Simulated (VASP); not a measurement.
Energy against volume of CuI (zinc blende). Method: revTPSS meta-GGA, VASP's PBE PAW potentials (set 64) (plane waves; VASP 6.6.1). Settings: 520 eV cut-off, 8×8×8 Γ-centred mesh, Gaussian smearing of 0.050 eV, potentials Cu I.

```
V (Å³/atom)  E (eV/atom)
-----------  -----------
26.179           9.64766
26.989           9.64275
27.798           9.64453
28.608           9.65186
```

Fit these four points and predict the energy of the run at 25.369 Å³/atom.

A cubic in V^(−2/3), the third-order Birch-Murnaghan form, passes through the four points with V0 = 27.16 Å³/atom and B0 = 43 GPa, and gives 9.6606 eV/atom there. The run gave 9.6605 eV/atom, -0.1 meV/atom from the fit; all five points give B0 = 42 GPa.

The compound is CuI in the zinc blende structure. It was relaxed first.
